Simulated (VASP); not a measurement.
**Pd (relaxed from the beta-Sn structure, space group I4_1/amd): computed properties**

Computed with r2SCAN meta-GGA, VASP's PBE PAW potentials (set 64) (plane waves; VASP).

For Pd, the space group is I4_1/amd (141) and the cell is a = b = 4.966 Å, c = 2.666 Å, α = β = γ = 90.00°. The volume per atom is 16.43 Å³/atom, the band gap (over mesh and band path) is none (metal, semimetal or under 0.01 eV) and the density is 10.75 g/cm³.

Space group I4₁/amd, origin choice 1 (No. 141); a = b = 4.966 Å, c = 2.666 Å, α = β = γ = 90.00°

| atom | site | symmetry | x | y | z |
|---|---|---|---|---|---|
| Pd | 4a | -4m2 | 0.0000 | 0.0000 | 0.0000 |
(The calculation used a cell of 2 atoms; values per cell refer to that cell.)

The structure was generated: Pd was put into the beta-Sn type (I4_1/amd), which need not be its known phase. It was relaxed first, which changed the volume by +6 %. Symmetry was kept, so distortions that lower it aren't found.
